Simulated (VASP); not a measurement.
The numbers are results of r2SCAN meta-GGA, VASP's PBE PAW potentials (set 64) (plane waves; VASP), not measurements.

VASP input:

### POSCAR
```
HBr
1.0
  3.2343785048  -2.6252377154   0.0000000000
  3.2343785048   2.6252377154   0.0000000000
  0.0000000000   0.0000000000   5.2725268679
H Br
2 2
Cart
  3.2343785048  -2.3793446174   1.0097748052
  3.2343785048   2.3793446174   3.6460382392
  3.2343785048  -1.3497245420   5.2065343720
  3.2343785048   1.3497245420   2.5702709381
```

### INCAR
```
# general
SYSTEM   =  HBr
PREC     =  Accurate
ENCUT    =  400   # plane-wave cut-off (eV)
LREAL    =  .FALSE.
LASPH    =  .TRUE.

# electronic loop
EDIFF    =  1E-6   # SCF stop (eV)
NELM     =  100   # most electronic steps
ALGO     =  Normal   # blocked Davidson
LMAXMIX  =  4   # l cut-off of mixed one-centre charges
LMIXTAU  =  .TRUE.

# smearing
ISMEAR   =  0
SIGMA    =  0.05

# functional
METAGGA  =  R2SCAN

# ions
IBRION   =  2
NSW      =  60   # most ionic steps
ISIF     =  3   # ions, shape and volume
EDIFFG   =  -0.02   # ionic stop

# output
LWAVE    =  .FALSE.
LCHARG   =  .FALSE.
```

### KPOINTS
```
Automatic mesh
0
Gamma
5 5 4
0 0 0
```

POTCAR, in this order: H Br (PBE.64 set). Program: vasp_std.

Output of the run:

OUTCAR:
```
 ion  position               nearest neighbor table
   1  0.953  0.047  0.192-   3 1.49
   2  0.047  0.953  0.692-   4 1.49
   3  0.757  0.243  0.987-   1 1.49
   4  0.243  0.757  0.487-   2 1.49
  LATTYP: Found a base centered orthorhombic cell.
 ALAT       =     5.2504754308
 B/A-ratio  =     1.2320326216
 C/A-ratio  =     1.0041998934
 Subroutine PRICEL returns:
 Original cell was already a primitive cell.
 Subroutine GETGRP returns: Found  4 space group operations
The static configuration has the point symmetry C_1h.
 The point group associated with its full space group is C_2v.
The dynamic configuration has the point symmetry C_1h.
 Subroutine INISYM returns: Found  4 space group operations
 Subroutine IBZKPT returns following result:
 Found     27 irreducible k-points:

 Following reciprocal coordinates:
            Coordinates               Weight
  0.000000  0.000000  0.000000      1.000000
  0.200000  0.000000  0.000000      4.000000
  0.400000 -0.000000  0.000000      4.000000
  0.200000  0.200000  0.000000      2.000000
...
```

**OSZICAR**
```
...
DAV:   2    -0.344924984615E+02   -0.10191E-02   -0.11059E-02   748   0.835E-01    0.128E-01
DAV:   3    -0.344922859547E+02    0.21251E-03   -0.54552E-04   700   0.225E-01    0.698E-02
DAV:   4    -0.344921313086E+02    0.15465E-03   -0.43550E-04   648   0.193E-01    0.252E-02
DAV:   5    -0.344920336938E+02    0.97615E-04   -0.42302E-04   648   0.225E-01    0.216E-02
DAV:   6    -0.344922898789E+02   -0.25619E-03   -0.18069E-04   648   0.144E-01    0.785E-03
DAV:   7    -0.344923000433E+02   -0.10164E-04   -0.63934E-06   700   0.281E-02    0.637E-03
DAV:   8    -0.344923021232E+02   -0.20800E-05   -0.21312E-06   500   0.186E-02    0.183E-03
DAV:   9    -0.344923025907E+02   -0.46747E-06   -0.84910E-07   448   0.121E-02
   3 F= -.34492303E+02 E0= -.34492303E+02  d E =-.596796E-02
       N       E                     dE             d eps       ncg     rms          rms(c)
DAV:   1    -0.344951714079E+02   -0.28693E-02   -0.11546E-01   648   0.249E+00    0.178E-01
DAV:   2    -0.344950429678E+02    0.12844E-03   -0.47407E-03   732   0.568E-01    0.840E-02
DAV:   3    -0.344948373267E+02    0.20564E-03   -0.77060E-04   672   0.224E-01    0.363E-02
DAV:   4    -0.344948788879E+02   -0.41561E-04   -0.14846E-04   656   0.132E-01    0.211E-02
DAV:   5    -0.344947768104E+02    0.10208E-03   -0.15357E-04   648   0.140E-01    0.121E-02
DAV:   6    -0.344948876751E+02   -0.11086E-03   -0.10916E-04   648   0.116E-01    0.385E-03
DAV:   7    -0.344948926816E+02   -0.50065E-05   -0.47369E-06   736   0.255E-02    0.115E-03
DAV:   8    -0.344948926307E+02    0.50885E-07   -0.12613E-06   444   0.139E-02
   4 F= -.34494893E+02 E0= -.34494893E+02  d E =-.259004E-02
       N       E                     dE             d eps       ncg     rms          rms(c)
DAV:   1    -0.345031407834E+02   -0.82481E-02   -0.10351E+00   648   0.745E+00    0.530E-01
DAV:   2    -0.345021844787E+02    0.95630E-03   -0.42584E-02   732   0.170E+00    0.253E-01
DAV:   3    -0.345003439597E+02    0.18405E-02   -0.69672E-03   672   0.670E-01    0.109E-01
DAV:   4    -0.345007762988E+02   -0.43234E-03   -0.12557E-03   656   0.385E-01    0.639E-02
DAV:   5    -0.344998193333E+02    0.95697E-03   -0.12825E-03   648   0.407E-01    0.355E-02
DAV:   6    -0.345008411696E+02   -0.10218E-02   -0.98759E-04   648   0.349E-01    0.120E-02
DAV:   7    -0.345008970518E+02   -0.55882E-04   -0.45661E-05   736   0.799E-02    0.358E-03
DAV:   8    -0.345008958317E+02    0.12201E-05   -0.10851E-05   664   0.403E-02    0.349E-03
DAV:   9    -0.345008996361E+02   -0.38044E-05   -0.54600E-06   656   0.281E-02    0.123E-03
DAV:  10    -0.345009034929E+02   -0.38568E-05   -0.25146E-06   600   0.184E-02    0.431E-04
DAV:  11    -0.345009035646E+02   -0.71640E-07   -0.15794E-07   404   0.459E-03
   5 F= -.34500904E+02 E0= -.34500904E+02  d E =-.860097E-02
       N       E                     dE             d eps       ncg     rms          rms(c)
DAV:   1    -0.345130584021E+02   -0.12155E-01   -0.41130E+00   648   0.148E+01    0.104E+00
DAV:   2    -0.345105318140E+02    0.25266E-02   -0.16815E-01   736   0.336E+00    0.507E-01
DAV:   3    -0.345026603787E+02    0.78714E-02   -0.27913E-02   676   0.134E+00    0.220E-01
DAV:   4    -0.345050607054E+02   -0.24003E-02   -0.51634E-03   656   0.788E-01    0.128E-01
DAV:   5    -0.344989854138E+02    0.60753E-02   -0.57889E-03   648   0.893E-01    0.700E-02
DAV:   6    -0.345052344848E+02   -0.62491E-02   -0.48199E-03   648   0.798E-01    0.238E-02
DAV:   7    -0.345054955623E+02   -0.26108E-03   -0.20290E-04   736   0.171E-01    0.787E-03
DAV:   8    -0.345054840806E+02    0.11482E-04   -0.48269E-05   664   0.866E-02    0.741E-03
DAV:   9    -0.345055059879E+02   -0.21907E-04   -0.27850E-05   656   0.652E-02    0.252E-03
DAV:  10    -0.345055240972E+02   -0.18109E-04   -0.11077E-05   664   0.387E-02    0.889E-04
DAV:  11    -0.345055242467E+02   -0.14955E-06   -0.53850E-07   512   0.874E-03
   6 F= -.34505524E+02 E0= -.34505524E+02  d E =-.132217E-01
       N       E                     dE             d eps       ncg     rms          rms(c)
DAV:   1    -0.345057806034E+02   -0.25651E-03   -0.51712E-01   652   0.520E+00    0.679E-01
DAV:   2    -0.345050359101E+02    0.74469E-03   -0.25892E-02   756   0.132E+00    0.230E-01
DAV:   3    -0.345037380915E+02    0.12978E-02   -0.29436E-03   668   0.472E-01    0.113E-01
DAV:   4    -0.345037749747E+02   -0.36883E-04   -0.13437E-03   648   0.349E-01    0.455E-02
DAV:   5    -0.345031386199E+02    0.63635E-03   -0.11266E-03   648   0.374E-01    0.336E-02
DAV:   6    -0.345038765096E+02   -0.73789E-03   -0.88014E-04   648   0.320E-01    0.224E-02
DAV:   7    -0.345039575611E+02   -0.81052E-04   -0.33555E-05   712   0.674E-02    0.127E-02
DAV:   8    -0.345039702697E+02   -0.12709E-04   -0.12166E-05   656   0.438E-02    0.406E-03
DAV:   9    -0.345039806711E+02   -0.10401E-04   -0.84015E-06   656   0.361E-02    0.218E-03
DAV:  10    -0.345039821884E+02   -0.15172E-05   -0.13815E-06   488   0.141E-02    0.725E-04
DAV:  11    -0.345039821440E+02    0.44320E-07   -0.28252E-07   456   0.546E-03
   7 F= -.34503982E+02 E0= -.34503982E+02  d E =0.154210E-02
       N       E                     dE             d eps       ncg     rms          rms(c)
DAV:   1    -0.345072127494E+02   -0.32306E-02   -0.20132E-01   648   0.325E+00    0.423E-01
DAV:   2    -0.345068310956E+02    0.38165E-03   -0.99154E-03   768   0.820E-01    0.142E-01
DAV:   3    -0.345063261201E+02    0.50498E-03   -0.11325E-03   664   0.294E-01    0.711E-02
DAV:   4    -0.345063257761E+02    0.34398E-06   -0.54726E-04   648   0.224E-01    0.283E-02
DAV:   5    -0.345061517327E+02    0.17404E-03   -0.44338E-04   648   0.236E-01    0.202E-02
DAV:   6    -0.345063927407E+02   -0.24101E-03   -0.33615E-04   648   0.199E-01    0.141E-02
DAV:   7    -0.345064278503E+02   -0.35110E-04   -0.13084E-05   712   0.418E-02    0.732E-03
DAV:   8    -0.345064316386E+02   -0.37884E-05   -0.46633E-06   656   0.270E-02    0.208E-03
DAV:   9    -0.345064354117E+02   -0.37731E-05   -0.26148E-06   536   0.201E-02    0.109E-03
DAV:  10    -0.345064358471E+02   -0.43540E-06   -0.48805E-07   480   0.758E-03
   8 F= -.34506436E+02 E0= -.34506436E+02  d E =-.911600E-03
       N       E                     dE             d eps       ncg     rms          rms(c)
DAV:   1    -0.345067984077E+02   -0.36300E-03   -0.14641E-02   648   0.834E-01    0.754E-02
DAV:   2    -0.345066938835E+02    0.10452E-03   -0.43167E-04   680   0.167E-01    0.352E-02
DAV:   3    -0.345066403995E+02    0.53484E-04   -0.15346E-04   688   0.928E-02    0.166E-02
DAV:   4    -0.345066456260E+02   -0.52264E-05   -0.43679E-05   648   0.735E-02    0.814E-03
DAV:   5    -0.345066424694E+02    0.31565E-05   -0.41440E-05   648   0.717E-02    0.514E-03
DAV:   6    -0.345066523195E+02   -0.98500E-05   -0.15958E-05   648   0.437E-02    0.108E-03
DAV:   7    -0.345066529314E+02   -0.61198E-06   -0.84265E-07   488   0.109E-02
   9 F= -.34506653E+02 E0= -.34506653E+02  d E =-.217084E-03
       N       E                     dE             d eps       ncg     rms          rms(c)
DAV:   1    -0.345085639303E+02   -0.19116E-02   -0.13225E-01   648   0.251E+00    0.226E-01
DAV:   2    -0.345076011658E+02    0.96276E-03   -0.39146E-03   680   0.505E-01    0.106E-01
DAV:   3    -0.345071349508E+02    0.46622E-03   -0.13710E-03   692   0.278E-01    0.499E-02
DAV:   4    -0.345071624441E+02   -0.27493E-04   -0.37865E-04   648   0.216E-01    0.243E-02
DAV:   5    -0.345071518112E+02    0.10633E-04   -0.32818E-04   648   0.203E-01    0.156E-02
DAV:   6    -0.345072166603E+02   -0.64849E-04   -0.11884E-04   648   0.119E-01    0.317E-03
DAV:   7    -0.345072215957E+02   -0.49353E-05   -0.84767E-06   696   0.345E-02    0.153E-03
DAV:   8    -0.345072226103E+02   -0.10147E-05   -0.17237E-06   496   0.154E-02    0.843E-04
DAV:   9    -0.345072225639E+02    0.46441E-07   -0.52328E-07   464   0.786E-03
  10 F= -.34507223E+02 E0= -.34507223E+02  d E =-.786717E-03
```

### OUTCAR
```
------------------------ aborting loop because EDIFF is reached ----------------------------------------
  FORCE on cell =-STRESS in cart. coord.  units (eV):
  Direction    XX          YY          ZZ          XY          YZ          ZX
  --------------------------------------------------------------------------------------
  Total       -0.0641807     -0.0586281     -0.0134191      0.0000000      0.0000000      0.0000000
  in kB       -1.1176737     -1.0209781     -0.2336862      0.0000000      0.0000000      0.0000000
  external PRESSURE =      -0.7907793 kB  Pullay stress =       0.0000000 kB
  volume of cell :       92.00
      direct lattice vectors                 reciprocal lattice vectors
     3.182848056 -2.678366071  0.000000000     0.157092010 -0.186680979  0.000000000
     3.182848056  2.678366071  0.000000000     0.157092010  0.186680979  0.000000000
     0.000000000  0.000000000  5.396149190     0.000000000  0.000000000  0.185317337
 POSITION                                       TOTAL-FORCE (eV/Angst)
 -----------------------------------------------------------------------------------
      3.18285     -2.38809      0.98752         0.000000      0.014791     -0.001798
      3.18285      2.38809      3.68560         0.000000     -0.014791     -0.001798
      3.18285     -1.34292      5.37454         0.000000      0.009830      0.001798
      3.18285      1.34292      2.67646         0.000000     -0.009830      0.001798
 -----------------------------------------------------------------------------------
    total drift:                                0.000000      0.000000      0.000318
  FREE ENERGIE OF THE ION-ELECTRON SYSTEM (eV)
  ---------------------------------------------------
  free  energy   TOTEN  =       -34.5072225639 eV

  energy  without entropy=      -34.5072225639  energy(sigma->0) =      -34.50722256

 reached required accuracy - stopping structural energy minimisation
```
(Selected blocks of OUTCAR.)

File CONTCAR:
```
HBr
   1.00000000000000
     3.1828480555034635   -2.6783660708440400    0.0000000000000000
     3.1828480555034635    2.6783660708440400    0.0000000000000000
     0.0000000000000000    0.0000000000000000    5.3961491902120873
  H               Br
     2     2
Direct
     0.9458117884700804    0.0541882115299197    0.1830054739880367
     0.0541882115299197    0.9458117884700804    0.6830054739880367
     0.7506970540207968    0.2493029459792033    0.9959945260119654
     0.2493029459792033    0.7506970540207968    0.4959945260119654
```

File OUTCAR:
```
 val. band max:       -2.3811403071   @ k =   0.0000   0.0000   0.0000

 cond. band min:       2.9346154173   @ k =   0.0000   0.0000   0.0000


 Fermi energy:        -2.0944472265

 k-point     1 :       0.0000    0.0000    0.0000
  band No.  band energies     occupation
      1     -17.0510      2.00000
      2     -16.3170      2.00000
      3      -7.2153      2.00000
      4      -6.4735      2.00000
      5      -2.9621      2.00000
      6      -2.8353      2.00000
      7      -2.7485      2.00000
      8      -2.3811      2.00000
      9       2.9346      0.00000
     10       3.9608      0.00000
     11       4.9460      0.00000
     12       6.3745      0.00000

 k-point     2 :       0.2000    0.0000    0.0000
  band No.  band energies     occupation
      1     -16.9767      2.00000
      2     -16.3466      2.00000
      3      -7.1618      2.00000
      4      -6.4936      2.00000
      5      -3.2687      2.00000
      6      -3.0724      2.00000
      7      -2.8564      2.00000
      8      -2.5762      2.00000
      9       3.6567      0.00000
     10       4.2091      0.00000
     11       5.5104      0.00000
     12       6.9439      0.00000

 k-point     3 :       0.4000   -0.0000    0.0000
  band No.  band energies     occupation
      1     -16.8231      2.00000
      2     -16.4273      2.00000
      3      -7.0896      2.00000
      4      -6.5078      2.00000
      5      -3.7525      2.00000
      6      -3.4867      2.00000
      7      -2.9219      2.00000
      8      -2.7872      2.00000
      9       4.6253      0.00000
     10       4.9778      0.00000
     11       6.6958      0.00000
     12       6.9759      0.00000

 k-point     4 :       0.2000    0.2000    0.0000
  band No.  band energies     occupation
      1     -16.9576      2.00000
      2     -16.3142      2.00000
      3      -7.1077      2.00000
      4      -6.6427      2.00000
      5      -3.1836      2.00000
      6      -3.0308      2.00000
...
```

Energy and stress use the plane-wave basis of the starting cell.

The structure comes from a measured HBr entry (Cmc2_1) of the Crystallography Open Database, whose conditions weren't checked. This run relaxes it. Symmetry was kept, so distortions that lower it aren't found. The start is the result of an earlier pass.
